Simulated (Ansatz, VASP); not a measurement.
## HfN: VASP beside Ansatz

Aim: how closely do two programs agree when they are given the same cell, functional and k mesh? The structure shown is the end of the Ansatz relaxation below.

Calculated with Ansatz 0.2.0; plane waves, with VASP 6.6.1 beside it; single point at PBEsol.

## Step 1: The starting structure

Symmetry: I4/mmm, No. 139, tetragonal system. Conventional cell: a = 3.279 Å, b = 3.279 Å, c = 4.454 Å, α = 90.00°, β = 90.00°, γ = 90.00°. Nearest to Hf lie 6 N at 2.23 to 2.32 Å. N has 6 Hf at 2.23 to 2.32 Å nearest. Farther neighbours and most contacts between anions are not listed.

## Step 2: Ansatz: relaxation, PBEsol

Ansatz runs on its PAW soft_1 files.

This run makes the geometry at which the two programs are then compared.

Input file input.yaml:

```yaml
crystal:
  lattice:
    - [3.27853635, 0.0, 0.0]
    - [0.0, 3.27853635, 0.0]
    - [0.0, 0.0, 4.42047791]
  atoms:
    - { symbol: Hf, position: [0.0, 0.0, 0.0] }
    - { symbol: Hf, position: [0.5, 0.5, 0.5] }
    - { symbol: "N", position: [1.0, 0.0, 0.5] }
    - { symbol: "N", position: [0.5, 0.5, 1.0] }
kpoints:
  mp_grid: { grid: [14, 14, 10] }
scf:
  occupations: { method: fermi_dirac, width: 0.05 }
hamiltonian:
  xc: pbesol
  pseudopotentials: { kind: paw, azcp: { folder: soft_1 }, xc_functional: pbe }
basis:
  ecutwfc: 600
output:
  forces: true
  stress: true
relax:
  f_tol: 0.005
  max_steps: 70
  cell: { stress_tol: 0.02, p_target: 0, fix: [a, b, alpha, beta, gamma] }
```

The run is started by

```bash
> ansatz run input.yaml --threads 4 --pin off --max-ram 10240MiB --backend cpu --events-out ev --progress --plain --runs-dir out
```

Numbers of over 12 decimals in the logs are rounded to 6 here.

The program printed:

```text
Engine: ansatz 0.2.0, aarch64-unknown-linux-gnu
Pseudopotentials: kind: paw
Pseudopotential: Hf, paw, valence charge 26, recommended cutoff 420 eV (normal), soft_1/Hf.paw.azcp
Pseudopotential: N, paw, valence charge 5, recommended cutoff 420 eV (normal), soft_1/N.paw.azcp
Functional definition: PBEsol
  exchange = pbesol_x
  correlation = pbesol_c
Crystal: 4 atoms, lattice volume = 47.515 Å³
Basis set: ecut = 600 eV, 1593 PW (Γ), exchange–correlation on 54×54×72 points (8 copies of the dense FFT grid, shifted against one another)
Bands: 38, of which v1, the nominal top of the filled ones, is band 31 counted from 1 (30 counted from 0)
Symmetry: 32 space group operations
Space group: I4/mmm (ITA 139), of the structure as read, at distance tolerance 3.6e-5 Å
k-points: 216 of 1960
Non-local potential: Hf, projectors of the file, l = 0: 3, l = 1: 2, l = 2: 2, l = 3: 3
Non-local potential: N, projectors of the file, l = 0: 2, l = 1: 2, l = 2: 1
PAW form: soft (Blöchl's): semilocal exchange-correlation on the pseudo side does not see the compensation charge
PAW frozen core: Hf, regenerated for the run's functional, and the local potential with it (the file was generated under x = pbe(κ = 0.804, μ = 0.219515), c = pbe(β = 0.066725))
PAW frozen core: N, regenerated for the run's functional, and the local potential with it (the file was generated under x = pbe(κ = 0.804, μ = 0.219515), c = pbe(β = 0.066725))
PAW one-centre angular grid: Hf, 590 points (default); XC on 64 Gauss nodes
PAW one-centre angular grid: N, 110 points (default); XC on 64 Gauss nodes
Initial density: superposition of atomic densities (chi_scale 0.1, normalization cell, long waves kept (reshape's long-wave potential 0.00 eV rms))
Initial wavefunctions: pseudopotential atomic-orbital guess
Functional: x = pbesol(κ = 0.804, μ = 0.123457), c = pbesol(β = 0.046)
SCF iter   1: F=—  HF=-31961.953222 eV  |F-HF|=—  |Δ(HF+E_count)|=         —  Δρ=4.66e-2  dr2=4.90e-1  ethr=3.10e-3  ⟨swp⟩=4.8  Hψ=27856  notcnv=0  defer=5
preconditioner: auto → Kerker (q_TF=auto, 2.852 Å⁻¹)  [metal: Δε(μ)=0.036 eV  Ē_g=18.220 eV  σ=0.050 eV  W_gap=0.18  n_scr=20 (ndim 8)  ℏωp=41.0 eV  f_vac=0.000  D(μ)=1.16/eV (n_scr^D=6)]
SCF iter   2: F=—  HF=-31961.918319 eV  |F-HF|=—  |Δ(HF+E_count)|=   3.49e-2  Δρ=2.87e-2  dr2=1.71e-1  ethr=7.91e-4  ⟨swp⟩=1.7  Hψ=10330  notcnv=0  defer=118
SCF iter   3: F=—  HF=-31961.897472 eV  |F-HF|=—  |Δ(HF+E_count)|=   2.08e-2  Δρ=5.06e-3  dr2=1.42e-2  ethr=2.75e-4  ⟨swp⟩=2.0  Hψ=9006  notcnv=0  defer=314
SCF iter   4: F=—  HF=-31961.894852 eV  |F-HF|=—  |Δ(HF+E_count)|=   2.62e-3  Δρ=1.64e-3  dr2=6.89e-4  ethr=2.29e-5  ⟨swp⟩=2.0  Hψ=12471  notcnv=0  defer=319
SCF iter   5: F=—  HF=-31961.895051 eV  |F-HF|=—  |Δ(HF+E_count)|=   1.99e-4  Δρ=5.70e-4  dr2=8.62e-5  ethr=1.11e-6  ⟨swp⟩=2.0  Hψ=13640  notcnv=0  defer=319
SCF iter   6: F=—  HF=-31961.894978 eV  |F-HF|=—  |Δ(HF+E_count)|=   7.27e-5  Δρ=1.95e-4  dr2=1.19e-5  ethr=1.39e-7  ⟨swp⟩=2.0  Hψ=14636  notcnv=0  defer=319
SCF iter   7: F=—  HF=-31961.894949 eV  |F-HF|=—  |Δ(HF+E_count)|=   2.94e-5  Δρ=6.73e-5  dr2=1.73e-6  ethr=1.92e-8  ⟨swp⟩=2.0  Hψ=10903  notcnv=0  defer=319
SCF iter   8: F=—  HF=-31961.894949 eV  |F-HF|=—  |Δ(HF+E_count)|=   1.53e-8  Δρ=2.59e-5  dr2=2.86e-7  ethr=2.79e-9  ⟨swp⟩=2.0  Hψ=12195  notcnv=0  defer=319
SCF iter   9: F=-31961.894949 eV  HF=-31961.894949 eV  |F-HF|=1.59e-8  |Δ(HF+E_count)|=   3.92e-8  Δρ=6.47e-6  dr2=2.02e-8  ethr=1.61e-10  ⟨swp⟩=4.0  Hψ=28770  notcnv=0
SCF 1 converged in 9 iterations: F = -31961.894949 eV  dr2 = 2.02e-8
  greatest PAW one-centre occupation: 0.998 electrons in one spin orbital (limit 2), on the Hf atom at site 1 (counted from 0), in its partial waves of l = 0
relax step   1: F+E_penalty+E_count = -31961.89494889 eV  Δ(F+E_penalty+E_count) = +0.000e0 eV  max|allowed force component| = 3.925e-29 eV/Å  Δτ_max = 0.0000 Å  P = -9.311 GPa  Ω = 47.515 Å³  fix = [a, b, alpha, beta, gamma]  reactions: a -16.619, b -16.619 GPa  (9 SCF iters, dr2 threshold 1.00e-7 eV, accepted)
[...]
relax step   2: F+E_penalty+E_count = -31961.90072203 eV  Δ(F+E_penalty+E_count) = -5.773e-3 eV  max|allowed force component| = 7.396e-30 eV/Å  Δτ_max = 0.0000 Å  P = -11.825 GPa  Ω = 47.931 Å³  energy of the carried Pulay correction = -5.088e-5 eV  fix = [a, b, alpha, beta, gamma]  reactions: a -17.376, b -17.376 GPa  (6 SCF iters, dr2 threshold 4.00e-7 eV, accepted)
[...]
relax step   3: F+E_penalty+E_count = -31961.90084662 eV  Δ(F+E_penalty+E_count) = -1.246e-4 eV  max|allowed force component| = 1.775e-29 eV/Å  Δτ_max = 0.0000 Å  P = -11.535 GPa  Ω = 47.881 Å³  energy of the carried Pulay correction = -4.479e-5 eV  fix = [a, b, alpha, beta, gamma]  reactions: a -17.287, b -17.287 GPa  (5 SCF iters, dr2 threshold 4.00e-7 eV, accepted)
[...]
relax step   4: F+E_penalty+E_count = -31961.90084712 eV  Δ(F+E_penalty+E_count) = -5.037e-7 eV  max|allowed force component| = 1.913e-29 eV/Å  Δτ_max = 0.0000 Å  P = -11.522 GPa  Ω = 47.879 Å³  energy of the carried Pulay correction = -4.451e-5 eV  fix = [a, b, alpha, beta, gamma]  reactions: a -17.283, b -17.283 GPa  (4 SCF iters, dr2 threshold 2.52e-9 eV, accepted)
[...]
relax step   5: F+E_penalty+E_count = -31961.90089365 eV  Δ(F+E_penalty+E_count) = -4.653e-5 eV  max|allowed force component| = 1.351e-29 eV/Å  Δτ_max = 0.0000 Å  P = -11.522 GPa  Ω = 47.879 Å³  fix = [a, b, alpha, beta, gamma]  reactions: a -17.283, b -17.283 GPa  stress off target by 1.35e-3 GPa on what of the cell is left free  SCF on the basis re-selected at this cell (its energy is not comparable with the rows above)  (5 SCF iters)
basis re-selected at this cell: Δ(F+E_penalty+E_count) = -4.653e-5 eV, ΔP = +0.000 GPa vs the last step (what re-selecting the basis moved, of the pressure what is left beyond the Pulay correction that the steps carried, after the strain that the cell walked since its last selection, with what the two solves' SCF thresholds leave and, on support functions, any second-order correction that the steps lacked; it is no m [...]
SCF converged after 5 iterations
Free energy (F): -31961.900894 eV
Harris-Foulkes:  -31961.900894 eV  (|F-HF|=0.00e0)
Internal energy: -31961.891147 eV  (E = F + TS)
E sigma→0 (E₀):  -31961.896020 eV
Entropy (-TS):   -0.009747 eV (-2.437 meV/atom)
Fermi energy:    21.160413 eV
--- Per-component energies (eV) ---
  E_band       = 195.474660
  E_kinetic    = 1071.853665
  E_local      = -12122.897842  (includes V_loc(G=0)·N_el)
  E_nonlocal   = 205.639379
  E_hartree    = 5934.171780
  E_xc         = -647.684440
  E_vxc        = -660.502973  (∫ρ·V_xc dr)
  E_paw        = -15400.505098  (= ΣΔE_a)
  E_vpaw       = -166.961255  (= ΣTr[D̂ρ^β])
  E_aug_tail   = 0.000076  (compensation charges beyond the density's cutoff)
  E_ewald      = -11005.026976
  E_core_change = 2.558310  (= ΣΔE_core)
  E_smearing   = -0.009747  (= −TS)
  E_closure    = -0.000000  (closes the sum)
  Σ components = -31961.900894   (vs F -31961.900894, Δ=0.00e0)
--- Forces (eV/Å), atoms counted from 1 ---
  atom   1  Hf     0.00000000     0.00000000     0.00000000
  atom   2  Hf     0.00000000     0.00000000     0.00000000
  atom   3  N      0.00000000     0.00000000     0.00000000
  atom   4  N      0.00000000     0.00000000    -0.00000000
  max |Σ_I F_I| component: 3.43e-29 eV/Å
--- Stress (GPa, compression-positive) ---
      -17.283173       0.000000       0.000000
        0.000000     -17.283173       0.000000
        0.000000       0.000000       0.001347
  P = ⅓ Tr σ = -11.5217 GPa (-115.217 kbar)
--- Relaxed structure (4 steps of the walk, 4 accepted, 1 SCFs on fresh bases) ---
  F+E_penalty+E_count = -31961.90089365 eV   max|allowed force component| = 1.351e-29 eV/Å   (the final SCF, on the basis selected at the relaxed cell)
  cell:  # Å, volume = 47.8790 Å³
    - [3.27853635, 0, 0.0]
    - [0, 3.27853635, 0.0]
    - [0.0, 0.0, 4.454358]
  atoms:
    - { symbol: Hf, position: [0, 0, 0] }
    - { symbol: Hf, position: [0.5, 0.5, 0.5] }
    - { symbol: N, position: [1.0, 0, 0.5] }
    - { symbol: N, position: [0.5, 0.5, 1.0] }
```

## Step 3: VASP: single point, PBEsol

The same cell, functional, mesh and smearing now go to VASP, with its own data sets.

Lines of VASP's logs that name or quote its potential files are left out, and so is its time.

Input file INCAR:

```
SYSTEM = HfN
PREC = Accurate
ENCUT = 600
EDIFF = 1E-06
NELM = 120
ISMEAR = -1
SIGMA = 0.05
LREAL = .FALSE.
ALGO = Normal
GGA = PS
NBANDS = 21
LASPH = .TRUE.
LORBIT = 11
LWAVE = .FALSE.
LCHARG = .FALSE.
ISIF = 2
GGA_COMPAT = .FALSE.
KPAR = 2
```

Input file POSCAR:

```
HfN
1.0
    3.2785363500      0.0000000000      0.0000000000
    0.0000000000      3.2785363500      0.0000000000
    0.0000000000      0.0000000000      4.4543575879
Hf N
2 2
Direct
    0.0000000000      0.0000000000      0.0000000000
    0.5000000000      0.5000000000      0.5000000000
    0.0000000000      0.0000000000      0.5000000000
    0.5000000000      0.5000000000      0.0000000000
```

Input file KPOINTS:

```
Automatic mesh
0
Gamma
14 14 10
0 0 0
```

PAW data sets: Hf_pv and N (PBE family, release 64).

The run is started by

```bash
> mpirun -np 2 vasp_std
```

The program printed:

```text
[banner, memory and clock lines left out]
running    2 mpi-ranks, on    1 nodes
 distrk:  each k-point on    1 cores,    2 groups
 distr:  one band on    1 cores,    1 groups

 POSCAR found type information on POSCAR HfN
 POSCAR found :  2 types and       4 ions
|                                                                             |
|               ----> ADVICE to this user running VASP <----                  |
|                                                                             |
|     You enforced a specific xc type in the INCAR file but a different       |
|     [... a line on the potential file left out ...]
|     I HOPE YOU KNOW WHAT YOU ARE DOING!                                     |
|                                                                             |

 LDA part: xc-table for (Slater+PW92), standard interpolation
 POSCAR, INCAR and KPOINTS ok, starting setup
 FFT: planning ... GRIDC
 FFT: planning ... GRID_SOFT
 FFT: planning ... GRID
 WAVECAR not read
 entering main loop
       N       E                     dE             d eps       ncg     rms          rms(c)
DAV:   1     0.132316674405E+03    0.13232E+03   -0.18055E+04  9080   0.158E+03
DAV:   2    -0.435220118413E+02   -0.17584E+03   -0.16767E+03 11744   0.363E+02
DAV:   3    -0.512056048603E+02   -0.76836E+01   -0.75568E+01 11756   0.615E+01
DAV:   4    -0.512992711515E+02   -0.93666E-01   -0.93040E-01 11723   0.705E+00
DAV:   5    -0.513008440326E+02   -0.15729E-02   -0.15710E-02 11620   0.674E-01    0.666E+01
DAV:   6    -0.460308683784E+02    0.52700E+01   -0.29870E+01 10637   0.285E+01    0.537E+01
DAV:   7    -0.458521912286E+02    0.17868E+00   -0.20323E+00 10680   0.890E+00    0.297E+01
DAV:   8    -0.458246723138E+02    0.27519E-01   -0.16013E-01 11025   0.313E+00    0.665E+00
DAV:   9    -0.458096975267E+02    0.14975E-01   -0.77654E-02 10978   0.163E+00    0.323E+00
DAV:  10    -0.458083448303E+02    0.13527E-02   -0.61539E-03 11338   0.521E-01    0.151E-01
DAV:  11    -0.458083664387E+02   -0.21608E-04   -0.26677E-04 11176   0.126E-01    0.738E-02
DAV:  12    -0.458083646274E+02    0.18114E-05   -0.90023E-06 11709   0.210E-02    0.212E-02
DAV:  13    -0.458083648693E+02   -0.24190E-06   -0.47189E-07  7262   0.504E-03
   1 F= -.45808365E+02 E0= -.45803515E+02  d E =-.969921E-02
```

OUTCAR, selected parts (step 3):

```text
ion  position               nearest neighbor table
   1  0.000  0.000  0.000-   3 2.23   3 2.23   4 2.32   4 2.32   4 2.32   4 2.32   2 3.21   2 3.21
                             2 3.21   2 3.21   2 3.21   2 3.21   2 3.21   2 3.21
   2  0.500  0.500  0.500-   4 2.23   4 2.23   3 2.32   3 2.32   3 2.32   3 2.32   1 3.21   1 3.21
                             1 3.21   1 3.21   1 3.21   1 3.21   1 3.21   1 3.21
   3  0.000  0.000  0.500-   1 2.23   1 2.23   2 2.32   2 2.32   2 2.32   2 2.32
   4  0.500  0.500  0.000-   2 2.23   2 2.23   1 2.32   1 2.32   1 2.32   1 2.32

  LATTYP: Found a simple tetragonal cell.
 ALAT       =     3.2785363500
 C/A-ratio  =     1.3586421233

 Subroutine GETGRP returns: Found 16 space group operations
 (whereof 16 operations were pure point group operations)

The static configuration has the point symmetry D_4h.

 Found    216 irreducible k-points:

   k-points           NKPTS =    216   k-points in BZ     NKDIM =    216   number of bands    NBANDS=     21

   dimension x,y,z NGX =    28 NGY =   28 NGZ =   36
   dimension x,y,z NGXF=    56 NGYF=   56 NGZF=   72

   ENCUT  =  600.0 eV  44.10 Ry    6.64 a.u.   6.55  6.55  8.90*2*pi/ulx,y,z

   NELECT =      30.0000    total number of electrons

 k-points in reciprocal lattice and weights: Automatic mesh
   0.00000000  0.00000000  0.00000000       0.001
   0.07142857  0.00000000  0.00000000       0.002
   0.14285714  0.00000000  0.00000000       0.002
   0.21428571  0.00000000  0.00000000       0.002
   0.28571429  0.00000000  0.00000000       0.002
   0.35714286  0.00000000  0.00000000       0.002
   0.42857143  0.00000000  0.00000000       0.002
   0.50000000  0.00000000  0.00000000       0.001
   0.07142857  0.07142857  0.00000000       0.002
[...]
0.50000000  0.42857143  0.50000000       0.002
   0.50000000  0.50000000  0.50000000       0.001

 average (electrostatic) potential at core
       1 -34.9549       2 -34.9549       3 -62.0023       4 -62.0023

 E-fermi :   7.8587

 k-point     1 :       0.0000    0.0000    0.0000
  band No.  band energies     occupation
    ...
     14       4.8667      2.00000
     15       5.0525      2.00000
     16       7.3862      1.99984
     17       7.3862      1.99984
     18       7.8122      1.43407
     19       8.8730      0.00000
     20       9.4343      0.00000
     21      10.4981      0.00000

 k-point     2 :       0.0714    0.0000    0.0000
  band No.  band energies     occupation
    ...
     13       4.6373      2.00000
     14       4.7749      2.00000
     15       4.9383      2.00000
     16       7.4404      1.99953
     17       7.4441      1.99950
     18       8.0025      0.10675
     19       9.2478      0.00000
     20       9.7776      0.00000
     21      10.5434      0.00000

 k-point     3 :       0.1429    0.0000    0.0000
  band No.  band energies     occupation
    ...
     13       4.1107      2.00000
     14       4.6387      2.00000
     15       5.5063      2.00000
     16       7.6022      1.98823
     17       7.6028      1.98809
     18       8.4567      0.00001
     19      10.1438      0.00000
     20      10.6386      0.00000
     21      10.6819      0.00000

  Total       -5.7918039     -5.7918039     -0.6707439      0.0000000     -0.0000000      0.0000000
  in kB     -193.8114139   -193.8114139    -22.4451344      0.0000000     -0.0000000      0.0000000
  external PRESSURE =    -136.6893207 kB  Pullay stress =       0.0000000 kB

  energy-cutoff  :      600.00
  volume of cell :       47.88
      direct lattice vectors                 reciprocal lattice vectors
     3.278536350  0.000000000  0.000000000     0.305014157  0.000000000  0.000000000
     0.000000000  3.278536350  0.000000000     0.000000000  0.305014157  0.000000000
     0.000000000  0.000000000  4.454357588     0.000000000  0.000000000  0.224499264

 POSITION                                       TOTAL-FORCE (eV/Angst)
 -----------------------------------------------------------------------------------
      0.00000      0.00000      0.00000         0.000000      0.000000     -0.000000
      1.63927      1.63927      2.22718        -0.000000     -0.000000      0.000000
      0.00000      0.00000      2.22718         0.000000      0.000000     -0.000000
      1.63927      1.63927      0.00000        -0.000000     -0.000000     -0.000000
 -----------------------------------------------------------------------------------
    total drift:                                0.000000      0.000000      0.000000

  FREE ENERGIE OF THE ION-ELECTRON SYSTEM (eV)
  ---------------------------------------------------
  free  energy   TOTEN  =       -45.8083648693 eV

  energy  without entropy=      -45.7986656633  energy(sigma->0) =      -45.80351527

 total charge
# of ion       s       p       d       tot
------------------------------------------
    1        0.283   6.539   1.717   8.539
    2        0.283   6.539   1.717   8.539
    3        1.222   2.463   0.000   3.685
    4        1.222   2.463   0.000   3.685
--------------------------------------------------
tot          3.011  18.003   3.434  24.447

[... 3 further parts left out ...]
```

The run ends at a pressure of -13.67 GPa.

## Step 4: Side by side

Known differences besides the potentials themselves: the data sets hold 62 valence electrons in Ansatz (on its PAW soft_1 files) and 30 in VASP; Ansatz makes its cores anew for this functional, VASP keeps those of its PBE data sets; Ansatz's pressure holds a Pulay correction, VASP's none. Total energies have different zeros and are not compared.

Compared:

```tsv
quantity	Ansatz	VASP	difference
pressure (GPa)	-11.52	-13.67	+2.15
```

## Step 5: Outcome

- difference in pressure (single point, PBEsol): 2.1 GPa

**Reading.** The difference in pressure is 2.1 GPa (single point, PBEsol), beyond the 1 GPa picked in this series as the mark of a large difference. The data sets hold unlike numbers of valence electrons (62 in Ansatz and 30 in VASP), so part of the differences comes from the potentials. What causes the difference of the single point, PBEsol pair stays open here. How closely two codes agree says nothing of how well the functional describes the real material.

[Lines on the potential files, build, host, timing and source positions are cut from VASP's logs without a mark.]

[Logs are printed without paths, hosts, clocks, repeated set-up lines and the standing remarks that a program may print on its own settings, such as how far it seeks lower states.]

[Hosts, paths, dates, database ids (printed as entryN), source tags and the programs' standing remarks are cut or masked in the printed files.]
